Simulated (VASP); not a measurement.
An input for Quantum ESPRESSO's pw.x (written as the equivalent of a VASP run, and not itself run):

```
&CONTROL
  calculation = 'scf'
  pseudo_dir = './pseudo'
  outdir = './out'
  tprnfor = .true.
  tstress = .true.
/
&SYSTEM
  ibrav = 0
  nat = 3
  ntyp = 2
  ecutwfc = 76
  occupations = 'tetrahedra'
  input_dft = 'vdw-df-ob86'
/
&ELECTRONS
  conv_thr = 7.3e-09
  electron_maxstep = 100
/
ATOMIC_SPECIES
  Hf 178.490 Hf.upf
  B 10.810 B.upf
CELL_PARAMETERS angstrom
     1.5677041   -2.7153433   -0.0000000
     1.5677041    2.7153433    0.0000000
    -0.0000000   -0.0000000    3.4840401
ATOMIC_POSITIONS crystal
  Hf   1.0000000  1.0000000  0.0000000
  B    0.3333330  0.6666670  0.5000000
  B    0.6666670  0.3333330  0.5000000
K_POINTS automatic
  13 13 10 0 0 0
```

Problem. Write the VASP files for the same calculation (optB86b-vdW).

Solution. One answer among several that fit: 
### POSCAR
```
HfB2
1
    1.5677040709    -2.7153433332    -0.0000000000
    1.5677040709     2.7153433332     0.0000000000
   -0.0000000000    -0.0000000000     3.4840400627
Hf B
1 2
Direct
  1.0000000000   1.0000000000   0.0000000000
  0.3333330000   0.6666670000   0.5000000000
  0.6666670000   0.3333330000   0.5000000000
```

**INCAR**
```
SYSTEM=HfB2
PREC=Accurate; ENCUT=520; LREAL=F
LASPH=T
EDIFF=1E-7; NELM=100; ALGO=Normal
LMAXMIX=6
ISMEAR=-5
GGA=MK; LUSE_VDW=T; AGGAC=0.0
PARAM1=0.1234; PARAM2=1.0
ISIF=2
LWAVE=F; LCHARG=T; LORBIT=11
NEDOS=601
LEFG=T
```

### KPOINTS
```
Automatic mesh
0
Gamma
13 13 10
0 0 0
```

POTCAR, in this order: Hf_pv B (PBE.64 set). Program: vasp_std.

The two are equivalent in intent, not identical: the potentials are each code's own (VASP's PAW set, PseudoDojo norm-conserving files in pw.x), so ENCUT and ecutwfc are chosen apart and not converted; conv_thr bounds pw.x's estimated SCF error, while EDIFF bounds the energy change between steps; the field gradients of LEFG aren't asked of the other code.

The compound is HfB2 in the AlB2 type structure. It was relaxed first.
